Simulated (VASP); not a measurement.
Wanted: the native input for a VASP 6.6.1 run.

| Property | Result |
| --- | --- |
| Task | relaxation of cell and atoms |
| Functional | PBE |
| Potentials or basis | VASP PAW PBE potentials, release 64 (Hf_pv, Ti_sv, S) |
| Cutoff | 520 eV |
| k mesh | 3 × 3 × 2 |
| Occupations | gaussian, width 0.15 eV |
| Spin | no spin polarisation |
| Further INCAR settings | PREC = Normal; ALGO = Fast; EDIFF = 0.0001; IBRION = 2; EDIFFG = -0.08; NSW = 24; ISIF = 3 |

The structure of HfTi2S5 lies in POSCAR:

```
HfTi2S5
1.0
    4.8809025700      0.0000000000      0.0000000000
   -2.4404512800      4.2269856200      0.0000000000
    0.0000000000      0.0000000000      8.7079069900
Hf Ti S
1 2 5
Direct
    0.0000000000      0.0000000000      0.0000000000
    0.0000000000      0.0000000000      0.7090403300
    0.0000000000      0.0000000000      0.2909596700
    0.3333333300      0.6666666700      0.5000000000
    0.6666666700      0.3333333300      0.5000000000
    0.0000000000      0.0000000000      0.5000000000
    0.3333333300      0.6666666700      0.0000000000
    0.6666666700      0.3333333300      0.0000000000
```

The cell was built by a generator and needn't be a form met in nature.

The input as run:

INCAR

```
PREC = Normal
ENCUT = 520
EDIFF = 1E-4
ISMEAR = 0
SIGMA = 0.15
LREAL = False
LASPH = True
NELM = 60
ALGO = Fast
ISIF = 3
LWAVE = False
LCHARG = False
GGA = PE
IBRION = 2
NSW = 24
EDIFFG = -0.08
```

KPOINTS

```
Automatic mesh
0
Gamma
  3 3 2
```

Potentials or basis: VASP PAW PBE potentials, release 64 (Hf_pv, Ti_sv, S).

Command:

```console
$ cat potpaw_PBE.64/Hf_pv/POTCAR potpaw_PBE.64/Ti_sv/POTCAR potpaw_PBE.64/S/POTCAR > POTCAR
$ mpirun -np 1 vasp_std > vasp.out
```

Results of the run:

```
Relaxed volume                         : 23.10 Å³/atom
Relaxed cell                           : a = 4.667 Å, b = 4.667 Å, c = 9.795 Å, α = 90.00°, β = 90.00°, γ = 120.00°
Space group after relaxing (to 0.05 Å) : P6/mmm (No. 191)
Energy gained by relaxing              : 385.8 meV/atom
Ionic steps                            : 11
Pressure after relaxing                : 0.1 GPa
Largest force after relaxing           : 0.005 eV/Å
Band gap on the k mesh                 : none (metal or under the smearing width)
```

Caveat: the k mesh is coarse (spacing up to 0.50 Å⁻¹), so the values aren't converged; the relaxation stopped at a loose force limit of 0.08 eV/Å, so its end isn't a converged minimum.

Run time: 9.7 min on 1 thread of Intel(R) Xeon(R) Platinum 8259CL CPU @ 2.50GHz (Skylake/Cascade Lake), with other jobs on the host, peak memory 0.24 GiB.
